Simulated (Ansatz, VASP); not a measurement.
Given: the input of a run of VASP 6.6.1 on Zn4TeO3. The cell comes from a database or a generator and needn't be the stable form of this composition.

INCAR

```
PREC = Accurate
ENCUT = 520
EDIFF = 1E-7
ISMEAR = -1
SIGMA = 0.05
LREAL = F
LASPH = T
NELM = 80
ALGO = Normal
ISIF = 2
LWAVE = F
LCHARG = F
GGA = PE
NBANDS = 46
```

KPOINTS

```
Automatic mesh
0
Gamma
  8 5 5
```

Contents of POSCAR:

```
Zn4TeO3
1.0
    3.3709845011      0.0000000000      0.0000000000
    0.0000000000      3.6442501593      5.1796490000
    0.0000000000     -3.6442501593      5.1796490000
Te Zn O
1 4 3
Direct
    0.5000000000      0.3643190000      0.3643190000
    0.0000000000      0.5526410000      0.5526410000
    0.5000000000      0.5285100000      0.9378850000
    0.5000000000      0.9378850000      0.5285100000
    0.0000000000      0.9949810000      0.9949810000
    0.5000000000      0.8743720000      0.8743720000
    0.0000000000      0.8747320000      0.3725610000
    0.0000000000      0.3725610000      0.8747320000
```

Potentials or basis: VASP PAW PBE potentials, release 64 (Te, Zn, O).

Launch:

```bash
$ cat potpaw_PBE.64/Te/POTCAR potpaw_PBE.64/Zn/POTCAR potpaw_PBE.64/O/POTCAR > POTCAR
$ mpirun -np 1 vasp_std > vasp.out
```

Question: Set up the same calculation for Ansatz 0.2.0. Potentials or basis there: Ansatz PAW, cutoff 420 eV.

Answer: As run (cutoffs and basis follow the program's own potentials, and thresholds, step limits or extra output files can differ):

input.yaml

```yaml
crystal:
  lattice:
    - [3.3709845011, 0.0, 0.0]
    - [0.0, 3.6442501593, 5.179649]
    - [0.0, -3.6442501593, 5.179649]
  atoms:
    - { symbol: Te, position: [0.5, 0.364319, 0.364319] }
    - { symbol: Zn, position: [0.0, 0.552641, 0.552641] }
    - { symbol: Zn, position: [0.5, 0.52851, 0.937885] }
    - { symbol: Zn, position: [0.5, 0.937885, 0.52851] }
    - { symbol: Zn, position: [0.0, 0.994981, 0.994981] }
    - { symbol: O, position: [0.5, 0.874372, 0.874372] }
    - { symbol: O, position: [0.0, 0.874732, 0.372561] }
    - { symbol: O, position: [0.0, 0.372561, 0.874732] }
hamiltonian:
  xc: pbe
  pseudopotentials: { kind: paw }
kpoints:
  mp_grid: { grid: [8, 5, 5] }
scf:
  occupations: { method: fermi_dirac, width: 0.05 }
output:
  forces: true
  stress: true
  eigenvalues: true
```

Potentials or basis: Ansatz PAW.

Run with:

```bash
$ ansatz run input.yaml --threads 4 --pin off --max-ram 10240MiB --backend cpu --events-out ev --progress --plain --runs-dir out
```

Both were run:

|  | VASP | Ansatz |
| --- | --- | --- |
| Pressure | 0.1 GPa | -0.3 GPa |

Ansatz's pressure holds a Pulay term of +0.41 GPa for its cutoff of 420 eV, which the other run lacks.

The potentials hold 72 and 82 valence electrons a cell.

Where Ansatz's input types no cutoff or centring, it takes its own default and a Γ-centred mesh.

Pressure is positive in compression.
